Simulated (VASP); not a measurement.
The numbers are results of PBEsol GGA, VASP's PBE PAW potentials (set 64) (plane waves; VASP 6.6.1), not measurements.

A VASP calculation is set up with these files.

INCAR:
```
ALGO = Normal
EDIFF = 1E-6
EDIFFG = -0.02
ENCUT = 620
GGA = PS
IBRION = 2
ISIF = 3
ISMEAR = 0
LASPH = T
LCHARG = F
LMAXMIX = 4
LREAL = F
LWAVE = F
NELM = 100
NSW = 40
PREC = Accurate
SIGMA = 0.05
SYSTEM = ZnO
```

**KPOINTS**
```
Automatic mesh
0
G
 8 8 4
```

File POSCAR:
```
ZnO
1.0
  1.6189622466  -2.8041252995   0.0000000000
  1.6189622466   2.8041252995   0.0000000000
  0.0000000000   0.0000000000   5.2237711021
Zn O
2 2
Cart
  1.6189622466  -0.9347103026   2.6198864048
  1.6189622466   0.9347103026   0.0080008537
  1.6189622466  -0.9347103026   4.5993652583
  1.6189622466   0.9347103026   1.9874797073
```

POTCAR, in this order: Zn O (PBE.64 set). Program: vasp_std.

Output of the run:

File OSZICAR:
```
       N       E                     dE             d eps       ncg     rms          rms(c)
DAV:   1     0.303493456097E+03    0.30349E+03   -0.20987E+04  1336   0.269E+03
DAV:   2     0.105367137409E+02   -0.29296E+03   -0.28145E+03  1404   0.473E+02
DAV:   3    -0.215540973942E+02   -0.32091E+02   -0.31821E+02  1566   0.163E+02
DAV:   4    -0.222092591103E+02   -0.65516E+00   -0.65461E+00  1416   0.244E+01
DAV:   5    -0.222144179737E+02   -0.51589E-02   -0.51585E-02  1566   0.210E+00    0.145E+01
DAV:   6    -0.193289837348E+02    0.28854E+01   -0.10241E+01  2384   0.715E+01    0.940E+00
DAV:   7    -0.194591396745E+02   -0.13016E+00   -0.22928E+00  1376   0.183E+01    0.554E+00
DAV:   8    -0.194715207507E+02   -0.12381E-01   -0.75872E-01  1998   0.872E+00    0.174E+00
DAV:   9    -0.194131649343E+02    0.58356E-01   -0.15892E-01  2086   0.736E+00    0.373E-01
DAV:  10    -0.194158724806E+02   -0.27075E-02   -0.53912E-02  1356   0.178E+00    0.137E-01
DAV:  11    -0.194157901512E+02    0.82329E-04   -0.19889E-03  1864   0.796E-01    0.372E-02
DAV:  12    -0.194158163301E+02   -0.26179E-04   -0.24190E-04  1758   0.367E-01    0.144E-02
DAV:  13    -0.194158195543E+02   -0.32242E-05   -0.21463E-05  1470   0.960E-02    0.831E-03
DAV:  14    -0.194158206325E+02   -0.10782E-05   -0.37618E-06  1394   0.282E-02    0.708E-03
DAV:  15    -0.194158197759E+02    0.85666E-06   -0.14054E-06   722   0.122E-02
   1 F= -.19415820E+02 E0= -.19415820E+02  d E =-.194158E+02
```

### OUTCAR
```
------------------------ aborting loop because EDIFF is reached ----------------------------------------
  FORCE on cell =-STRESS in cart. coord.  units (eV):
  Direction    XX          YY          ZZ          XY          YZ          ZX
  --------------------------------------------------------------------------------------
  Total       -0.0780563     -0.0780563     -0.0338736      0.0000000      0.0000000     -0.0000000
  in kB       -2.6367576     -2.6367584     -1.1442562      0.0000000      0.0000000     -0.0000000
  external PRESSURE =      -2.1392574 kB  Pullay stress =       0.0000000 kB
  volume of cell :       47.43
      direct lattice vectors                 reciprocal lattice vectors
     1.618962247 -2.804125299  0.000000000     0.308839815 -0.178308723  0.000000000
     1.618962247  2.804125299  0.000000000     0.308839815  0.178308723  0.000000000
     0.000000000  0.000000000  5.223771102     0.000000000  0.000000000  0.191432584
  FREE ENERGIE OF THE ION-ELECTRON SYSTEM (eV)
  ---------------------------------------------------
  free  energy   TOTEN  =       -19.4158197759 eV

  energy  without entropy=      -19.4158197759  energy(sigma->0) =      -19.41581978

 reached required accuracy - stopping structural energy minimisation
```
(Selected blocks of OUTCAR.)

The compound is ZnO in the wurtzite structure. It was relaxed first.
